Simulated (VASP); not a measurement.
Consider the following.

```xyz
2
Lattice="0.0000 2.3152 2.3152 2.3152 0.0000 2.3152 2.3152 2.3152 0.0000" Properties=species:S:1:pos:R:3 pbc="T T T"
Na     0.0000     0.0000     0.0000
F      2.3152     2.3152     2.3152
```

Calculation: PBE GGA, VASP's PBE PAW potentials (set 64) (plane waves; VASP). Run with 400 eV cut-off, 8×8×8 Γ-centred mesh, Fermi-Dirac smearing of 0.050 eV, potentials Na_pv F.

At this cut-off the stress carries a Pulay error, which pulls relaxed volumes low.

Problem. Give the stress tensor in GPa (positive for a compressed cell).

Solution. 
```
-5.29   0.00   0.00
 0.00  -5.29   0.00
 0.00   0.00  -5.29
```
The pressure is its mean diagonal, -5.29 GPa.

The structure is a typed NaF crystal (Fm-3m). The cell was not relaxed at this level.
